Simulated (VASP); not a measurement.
AlGa3N2:

```
CELL_PARAMETERS angstrom
6.54550 -0.05264 0.04722
-1.65917 2.83825 -0.05400
0.06865 -0.14168 9.36267
ATOMIC_POSITIONS crystal
Al 0.33399 0.35341 0.25078
Al 0.82603 0.33900 0.25786
Ga 0.16630 0.64803 0.98228
Ga 0.67359 0.66027 0.97626
Ga 0.99307 0.99738 0.52444
Ga 0.50885 0.99445 0.53804
Ga 0.17394 0.69560 0.70326
Ga 0.66873 0.66242 0.71205
N 0.33884 0.33175 0.05907
N 0.84393 0.36420 0.05717
N 0.98820 0.97383 0.32299
N 0.50184 0.00656 0.31989
```

The cell was built by a generator and needn't be a form met in nature.

| Quantity | Value |
| --- | --- |
| Program | VASP 6.6.1 |
| Task | relaxation of cell and atoms |
| Functional | PBE |
| Potentials or basis | VASP PAW PBE potentials, release 64 (Al, Ga_d, N) |
| Cutoff | 520 eV |
| k mesh | 8 × 8 × 3 |
| Occupations | gaussian, width 0.15 eV |
| Spin | no spin polarisation |

At the start: pressure -1.6 GPa; volume 14.42 Å³/atom.

Problem. How do energy, volume and symmetry change on relaxing?

Solution. Over 25 steps the energy falls by 47.2 meV/atom and the volume is 14.01 Å³/atom (-2.9 %); space group P1 (No. 1, to 0.05 Å).

Step by step:
```csv
step,energy change (eV),largest force (eV/Å),pressure (GPa),volume (Å³)
1,0.0000,2.1709,-1.59,173.07
2,-0.4595,0.9327,-0.85,169.45
3,-0.4629,0.7995,-0.90,169.76
4,-0.5381,0.3455,0.53,167.40
5,-0.5384,0.3599,0.49,167.28
6,-0.5539,0.1576,-0.08,168.04
7,-0.5542,0.1782,-0.03,168.13
8,-0.5596,0.0845,0.04,168.25
9,-0.5604,0.0954,-0.14,168.30
10,-0.5604,0.1021,-0.11,168.31
11,-0.5630,0.0570,-0.11,168.11
12,-0.5636,0.0640,0.07,168.00
13,-0.5637,0.0709,0.10,167.95
14,-0.5650,0.0420,0.06,168.13
15,-0.5652,0.0459,-0.05,168.18
16,-0.5653,0.0911,-0.12,168.29
17,-0.5653,0.0756,-0.06,168.25
18,-0.5653,0.0847,-0.12,168.27
19,-0.5660,0.0481,-0.09,168.19
20,-0.5661,0.0430,-0.02,168.18
21,-0.5662,0.0335,-0.04,168.15
22,-0.5661,0.0432,-0.08,168.16
23,-0.5662,0.0344,0.00,168.15
24,-0.5662,0.0411,-0.02,168.15
25,-0.5664,0.0208,-0.05,168.12
```

Final structure:
```cif
data_structure
_symmetry_space_group_name_H-M 'P 1'
_symmetry_Int_Tables_number 1
_cell_length_a 6.4363
_cell_length_b 3.2026
_cell_length_c 9.4020
_cell_angle_alpha 90.055
_cell_angle_beta 89.841
_cell_angle_gamma 119.832
_cell_volume 168.12
loop_
_atom_site_label
_atom_site_type_symbol
_atom_site_fract_x
_atom_site_fract_y
_atom_site_fract_z
_atom_site_occupancy
Al1 Al 0.33428 0.33409 0.25674 1
Al2 Al 0.83515 0.33652 0.25693 1
Ga1 Ga 0.16867 0.66773 0.97973 1
Ga2 Ga 0.66860 0.66740 0.98133 1
Ga3 Ga 0.99731 0.00818 0.52858 1
Ga4 Ga 0.50545 0.00084 0.52723 1
Ga5 Ga 0.17028 0.68178 0.71269 1
Ga6 Ga 0.66298 0.65573 0.71480 1
N1 N 0.33518 0.33466 0.05523 1
N2 N 0.83587 0.33487 0.05538 1
N3 N 0.00178 0.00357 0.31805 1
N4 N 0.50176 0.00154 0.31740 1
```
